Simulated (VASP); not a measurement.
Data:

```
Ni3Sn
1.0
    0.00000     2.89186     2.89186
    2.89186     0.00000     2.89186
    2.89186     2.89186     0.00000
Ni Sn
3 1
Direct
  0.50000   0.50000   0.50000
  0.25000   0.25000   0.25000
  0.75000   0.75000   0.75000
  0.00000   0.00000   0.00000
```

The numbers are results of LDA (Ceperley-Alder, Perdew-Zunger) with spin-orbit coupling, VASP's LDA PAW potentials (set 64) (plane waves; VASP), not measurements. Numerical set-up: 400 eV cut-off, 8×8×8 Γ-centred mesh, Gaussian smearing of 0.050 eV, potentials Ni Sn_d.

Task: Give the energies of bands 35 to 48 at the high-symmetry points, in eV from the Fermi level.

Result: 
```json
[
 {"band": "35", "Γ": "-0.71", "X": "-1.25", "U": "-1.00", "L": "-0.81", "W": "-0.83"},
 {"band": "36", "Γ": "-0.71", "X": "-1.25", "U": "-1.00", "L": "-0.81", "W": "-0.83"},
 {"band": "37", "Γ": "-0.71", "X": "-0.85", "U": "-0.90", "L": "-0.74", "W": "-0.80"},
 {"band": "38", "Γ": "-0.71", "X": "-0.85", "U": "-0.90", "L": "-0.74", "W": "-0.80"},
 {"band": "39", "Γ": "-0.61", "X": "-0.75", "U": "-0.61", "L": "-0.70", "W": "-0.73"},
 {"band": "40", "Γ": "-0.61", "X": "-0.75", "U": "-0.61", "L": "-0.70", "W": "-0.73"},
 {"band": "41", "Γ": "-0.61", "X": "-0.66", "U": "-0.49", "L": "-0.63", "W": "-0.69"},
 {"band": "42", "Γ": "-0.61", "X": "-0.66", "U": "-0.49", "L": "-0.63", "W": "-0.69"},
 {"band": "43", "Γ": "4.02", "X": "-0.42", "U": "-0.42", "L": "-0.41", "W": "-0.38"},
 {"band": "44", "Γ": "4.02", "X": "-0.42", "U": "-0.42", "L": "-0.41", "W": "-0.38"},
 {"band": "45", "Γ": "4.04", "X": "-0.41", "U": "-0.25", "L": "3.40", "W": "-0.36"},
 {"band": "46", "Γ": "4.04", "X": "-0.41", "U": "-0.25", "L": "3.40", "W": "-0.36"},
 {"band": "47", "Γ": "4.57", "X": "-0.38", "U": "0.12", "L": "3.59", "W": "-0.33"},
 {"band": "48", "Γ": "4.57", "X": "-0.38", "U": "0.12", "L": "3.59", "W": "-0.33"}
]
```

It has no gap at this level: it comes out as a metal or semimetal.

The structure comes from a measured Ni3Sn entry (Fm-3m) of the Crystallography Open Database, whose conditions weren't checked. It was relaxed first, which changed the volume by -10 %.
